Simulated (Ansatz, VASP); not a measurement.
# LiTaS3 in two plane-wave programs

One calculation is typed for both programs; each brings its own data sets. How far apart do they land? The cell is generated by rule, not measured, and may not be a known phase. The cell is taken from a series of runs on this material, whose earlier steps may have relaxed, scaled, displaced or heated it; both programs get it as it stands.

Method: plane waves, with VASP 6.6.1 beside it; relaxation of cell and atoms at PBEsol, in Ansatz 0.2.0.

The structure was built from a prototype and need not be the compound's stable phase.

### 1. Set-up

It takes space group Pm-3m (No. 221, cubic). The conventional cell has a = 4.770 Å, b = 4.770 Å, c = 4.770 Å, α = 90.00°, β = 90.00°, γ = 90.00°. Nearest to Li lie 12 S at 3.37 Å. Ta has 6 S at 2.39 Å nearest. S has 2 Ta at 2.39 Å nearest. Farther neighbours and most contacts between anions are not listed.

### 2. VASP: relaxation of cell and atoms, PBEsol

The relaxed volume is the usual yardstick between codes: in a stiff, nearly cubic crystal its relative difference is about their pressure difference at one cell divided by the bulk modulus.

Lines of VASP's logs that name or quote its potential files are left out, and so is its time.

Input file INCAR:

```
SYSTEM = LiTaS3
PREC = Accurate
ENCUT = 750
EDIFF = 1E-07
NELM = 120
ISMEAR = 1
SIGMA = 0.2
LREAL = .FALSE.
ALGO = Normal
GGA = PS
NBANDS = 22
LASPH = .TRUE.
LORBIT = 11
LWAVE = .FALSE.
LCHARG = .FALSE.
ISIF = 3
IBRION = 2
NSW = 80
EDIFFG = -0.005
GGA_COMPAT = .FALSE.
NELMIN = 4
KPAR = 2
```

Input file POSCAR:

```
LiTaS3
1.0
    4.7703320000      0.0000000000      0.0000000000
    0.0000000000      4.7703320000      0.0000000000
    0.0000000000      0.0000000000      4.7703320000
Li Ta S
1 1 3
Direct
    0.0000000000      0.0000000000      0.0000000000
    0.5000000000      0.5000000000      0.5000000000
    0.5000000000      0.5000000000      0.0000000000
    0.5000000000      0.0000000000      0.5000000000
    0.0000000000      0.5000000000      0.5000000000
```

Input file KPOINTS:

```
Automatic mesh
0
Gamma
8 8 8
0 0 0
```

The projector-augmented-wave data sets are Li_sv, Ta_pv and S (PBE family, release 64).

Run with:

```bash
mpirun -np 2 vasp_std
```

Numbers of over 12 decimals in the logs are rounded to 6 here.

Output:

```text
[banner, memory and clock lines left out]
running    2 mpi-ranks, on    1 nodes
 distrk:  each k-point on    1 cores,    2 groups
 distr:  one band on    1 cores,    1 groups

 POSCAR found type information on POSCAR LiTaS
 POSCAR found :  3 types and       5 ions
|                                                                             |
|               ----> ADVICE to this user running VASP <----                  |
|                                                                             |
|     You enforced a specific xc type in the INCAR file but a different       |
|     [... a line on the potential file left out ...]
|     I HOPE YOU KNOW WHAT YOU ARE DOING!                                     |
|                                                                             |

 LDA part: xc-table for (Slater+PW92), standard interpolation
 POSCAR, INCAR and KPOINTS ok, starting setup
 FFT: planning ... GRIDC
 FFT: planning ... GRID_SOFT
 FFT: planning ... GRID
 WAVECAR not read
 entering main loop
       N       E                     dE             d eps       ncg     rms          rms(c)
DAV:   1     0.246005412652E+03    0.24601E+03   -0.17565E+04  1540   0.174E+03
DAV:   2    -0.171761386492E+02   -0.26318E+03   -0.25121E+03  2002   0.332E+02
DAV:   3    -0.332033003937E+02   -0.16027E+02   -0.15700E+02  2040   0.749E+01
DAV:   4    -0.340933253341E+02   -0.89002E+00   -0.88725E+00  2560   0.152E+01
DAV:   5    -0.341097073220E+02   -0.16382E-01   -0.16374E-01  2070   0.216E+00    0.203E+01
DAV:   6    -0.316233297260E+02    0.24864E+01   -0.69682E+00  1798   0.174E+01    0.980E+00
DAV:   7    -0.314918499381E+02    0.13148E+00   -0.70355E-01  1788   0.547E+00    0.633E+00
DAV:   8    -0.314325409054E+02    0.59309E-01   -0.22151E-01  1992   0.353E+00    0.773E-01
DAV:   9    -0.314243136031E+02    0.82273E-02   -0.33665E-02  1932   0.140E+00    0.192E-01
DAV:  10    -0.314243151684E+02   -0.15652E-05   -0.31548E-03  1934   0.393E-01    0.656E-02
DAV:  11    -0.314244234042E+02   -0.10824E-03   -0.52229E-04  2246   0.129E-01    0.752E-02
DAV:  12    -0.314243689129E+02    0.54491E-04   -0.16313E-04  1940   0.891E-02    0.146E-02
DAV:  13    -0.314243685727E+02    0.34026E-06   -0.22412E-05  1896   0.332E-02    0.874E-03
DAV:  14    -0.314243681837E+02    0.38896E-06   -0.20972E-06  2302   0.896E-03    0.220E-03
DAV:  15    -0.314243681742E+02    0.95029E-08   -0.95114E-08  1308   0.226E-03
   1 F= -.31424368E+02 E0= -.31425613E+02  d E =-.314244E+02
 curvature:   0.00 expect dE= 0.000E+00 dE for cont linesearch  0.000E+00
 trial: gam= 0.00000 g(F)=  0.000E+00 g(S)=  0.164E-03 ort = 0.000E+00 (trialstep = 0.100E+01)
 search vector abs. value=  0.164E-03
 bond charge predicted
       N       E                     dE             d eps       ncg     rms          rms(c)
DAV:   1    -0.314249778469E+02   -0.60966E-03   -0.16147E-02  1786   0.101E+00    0.219E-01
DAV:   2    -0.314245197752E+02    0.45807E-03   -0.87747E-04  1994   0.223E-01    0.873E-02
DAV:   3    -0.314243995357E+02    0.12024E-03   -0.35942E-04  1840   0.955E-02    0.291E-02
DAV:   4    -0.314243890755E+02    0.10460E-04   -0.23034E-05  2012   0.382E-02    0.258E-02
DAV:   5    -0.314243863972E+02    0.26783E-05   -0.32328E-06  1876   0.125E-02    0.700E-03
DAV:   6    -0.314243851951E+02    0.12021E-05   -0.10870E-06  2094   0.659E-03    0.276E-03
DAV:   7    -0.314243851012E+02    0.93905E-07   -0.60169E-08  1130   0.164E-03
   2 F= -.31424385E+02 E0= -.31425644E+02  d E =-.169270E-04
 trial-energy change:   -0.000017  1 .order   -0.000018   -0.000164    0.000127
 step:   0.5561(harm=  0.5624)  dis= 0.00000  next Energy=   -31.424413 (dE=-0.453E-04)
 bond charge predicted
       N       E                     dE             d eps       ncg     rms          rms(c)
DAV:   1    -0.314245285411E+02   -0.14335E-03   -0.31776E-03  1780   0.446E-01    0.974E-02
DAV:   2    -0.314244368534E+02    0.91688E-04   -0.17281E-04  1974   0.989E-02    0.389E-02
DAV:   3    -0.314244130213E+02    0.23832E-04   -0.71237E-05  1840   0.426E-02    0.129E-02
DAV:   4    -0.314244120852E+02    0.93609E-06   -0.44000E-06  2006   0.167E-02    0.115E-02
DAV:   5    -0.314244131754E+02   -0.10902E-05   -0.62551E-07  1834   0.550E-03    0.308E-03
DAV:   6    -0.314244135341E+02   -0.35871E-06   -0.19068E-07  1276   0.296E-03    0.972E-04
DAV:   7    -0.314244135526E+02   -0.18496E-07   -0.37723E-08   974   0.128E-03
   3 F= -.31424414E+02 E0= -.31425665E+02  d E =-.453784E-04
 curvature:  -0.28 expect dE=-0.118E-07 dE for cont linesearch -0.118E-07
 trial: gam=-0.01578 g(F)=  0.210E-65 g(S)=  0.421E-07 ort = 0.263E-05 (trialstep = 0.911E+00)
 search vector abs. value=  0.111E-09
 reached required accuracy - stopping structural energy minimisation
```

OUTCAR, selected parts (step 2):

```text
ion  position               nearest neighbor table
   1  0.000  0.000  0.000-
   2  0.500  0.500  0.500-   3 2.39   4 2.39   5 2.39   3 2.39   4 2.39   5 2.39
   3  0.500  0.500  0.000-   2 2.39   2 2.39
   4  0.500  0.000  0.500-   2 2.39   2 2.39
   5  0.000  0.500  0.500-   2 2.39   2 2.39

  LATTYP: Found a simple cubic cell.
 ALAT       =     4.7703320000

 Subroutine GETGRP returns: Found 48 space group operations
 (whereof 48 operations were pure point group operations)

The static configuration has the point symmetry O_h .

 Found     35 irreducible k-points:

   k-points           NKPTS =     35   k-points in BZ     NKDIM =     35   number of bands    NBANDS=     22

   dimension x,y,z NGX =    48 NGY =   48 NGZ =   48
   dimension x,y,z NGXF=    96 NGYF=   96 NGZF=   96

   ENCUT  =  750.0 eV  55.12 Ry    7.42 a.u.  10.65 10.65 10.65*2*pi/ulx,y,z

   NELECT =      32.0000    total number of electrons

 k-points in reciprocal lattice and weights: Automatic mesh
   0.00000000  0.00000000  0.00000000       0.002
   0.12500000  0.00000000  0.00000000       0.012
   0.25000000  0.00000000  0.00000000       0.012
   0.37500000  0.00000000  0.00000000       0.012
   0.50000000  0.00000000  0.00000000       0.006
   0.12500000  0.12500000  0.00000000       0.023
   0.25000000  0.12500000  0.00000000       0.047
   0.37500000  0.12500000  0.00000000       0.047
   0.50000000  0.12500000  0.00000000       0.023
[...]
0.50000000  0.50000000  0.37500000       0.012
   0.50000000  0.50000000  0.50000000       0.002

 average (electrostatic) potential at core
       1 -63.1315       2 -40.3427       3 -87.9224       4 -87.9224       5 -87.9224

 E-fermi :   3.2299

 k-point     1 :       0.0000    0.0000    0.0000
  band No.  band energies     occupation
    ...
     15       2.5035      2.00000
     16       2.5035      2.00000
     17       2.5047      2.00000
     18       2.5047      2.00000
     19       2.5047      2.00000
     20       5.2282     -0.00000
     21       5.2282     -0.00000
     22       5.3496     -0.00000

 k-point     2 :       0.1250    0.0000    0.0000
  band No.  band energies     occupation
    ...
     13       1.8252      2.00000
     14       1.9109      2.00000
     15       2.3132      2.00000
     16       2.3132      2.00000
     17       2.5134      2.00000
     18       3.3499      0.16027
     19       3.3499      0.16027
     20       5.2372     -0.00000
     21       5.5214     -0.00000
     22       5.8300     -0.00000

 k-point     3 :       0.2500    0.0000    0.0000
  band No.  band energies     occupation
    ...
     13       1.0706      2.00000
     14       1.6450      2.00000
     15       2.3213      2.00000
     16       2.3213      2.00000
     17       2.5344      2.00001
     18       4.3545     -0.00000
     19       4.3545     -0.00000
     20       5.2556     -0.00000
     21       5.8710     -0.00000
     22       6.6384     -0.00000

  Total        0.0012061      0.0012061      0.0012061      0.0000000      0.0000000      0.0000000
  in kB        0.0177791      0.0177791      0.0177791      0.0000000      0.0000000      0.0000000
  external PRESSURE =       0.0177791 kB  Pullay stress =       0.0000000 kB

  energy-cutoff  :      750.00
  volume of cell :      108.69
      direct lattice vectors                 reciprocal lattice vectors
     4.772257114  0.000000000  0.000000000     0.209544452  0.000000000 -0.000000000
    -0.000000000  4.772257114  0.000000000    -0.000000000  0.209544452 -0.000000000
     0.000000000  0.000000000  4.772257114    -0.000000000 -0.000000000  0.209544452

 POSITION                                       TOTAL-FORCE (eV/Angst)
 -----------------------------------------------------------------------------------
      0.00000      0.00000      0.00000        -0.000000     -0.000000      0.000000
      2.38613      2.38613      2.38613         0.000000      0.000000      0.000000
      2.38613      2.38613      0.00000        -0.000000     -0.000000      0.000000
      2.38613      0.00000      2.38613        -0.000000     -0.000000      0.000000
     -0.00000      2.38613      2.38613         0.000000     -0.000000      0.000000
 -----------------------------------------------------------------------------------
    total drift:                                0.000000     -0.000000     -0.000000

  FREE ENERGIE OF THE ION-ELECTRON SYSTEM (eV)
  ---------------------------------------------------
  free  energy   TOTEN  =       -31.4244135526 eV

  energy  without entropy=      -31.4281684951  energy(sigma->0) =      -31.42566520

 reached required accuracy - stopping structural energy minimisation

 total charge
# of ion       s       p       d       tot
------------------------------------------
    1        1.990   0.011   0.000   2.000
    2        0.317   6.237   2.245   8.799
    3        1.330   2.415   0.000   3.746
    4        1.330   2.415   0.000   3.746
    5        1.330   2.415   0.000   3.746
--------------------------------------------------
tot          6.298  13.494   2.245  22.036

[... 3 further parts left out ...]
```

(Continued in part 2 of 2.)

[Lines on the potential files, build, host, timing and source positions are cut from VASP's logs without a mark.]

[Logs are printed without paths, hosts, clocks, repeated set-up lines and the standing remarks that a program may print on its own settings, such as how far it seeks lower states.]

[Hosts, paths, dates, database ids (printed as entryN), source tags and the programs' standing remarks are cut or masked in the printed files.]
